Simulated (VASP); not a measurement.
Here is the system:

```yaml
crystal:
  lattice:
    - [0.00000, 2.98106, 2.98106]
    - [2.98106, 0.00000, 2.98106]
    - [11.96386, 11.96386, -0.03961]
  atoms:
    - { symbol: Zn, position: [0.99830, 0.99830, 0.00128] }
    - { symbol: Se, position: [0.26643, 0.26643, 0.05018] }
    - { symbol: Se, position: [0.25404, 0.25404, 0.30947] }
    - { symbol: Se, position: [0.24310, 0.24310, 0.56767] }
    - { symbol: Se, position: [0.23314, 0.23314, 0.82515] }
    - { symbol: Cd, position: [0.01294, 0.01294, 0.24030] }
    - { symbol: Cd, position: [0.00129, 0.00129, 0.49903] }
    - { symbol: Cd, position: [0.99075, 0.99075, 0.75694] }
```

The numbers are results of PBEsol GGA, VASP's PBE PAW potentials (set 64) (plane waves; VASP), not measurements. Run with 400 eV cut-off, 7×7×2 Γ-centred mesh, tetrahedra with Blöchl corrections, potentials Zn Se Cd.

Q: Estimate the energy per atom (σ→0), band gap (on the k-mesh) with the smallest direct gap where there is one.

A: 
```
Quantity                                     Result
-----------------------------------  --------------
band gap (on the k-mesh)                    0.52 eV
smallest direct gap (on the k-mesh)         0.52 eV
energy per atom (σ→0)                -3.143 eV/atom
```

Only differences to runs with the same potentials and settings are physical.

The structure was generated: Cd3ZnSe4 was put into an ordered model structure (R3m), which need not be its known phase. It was relaxed first.
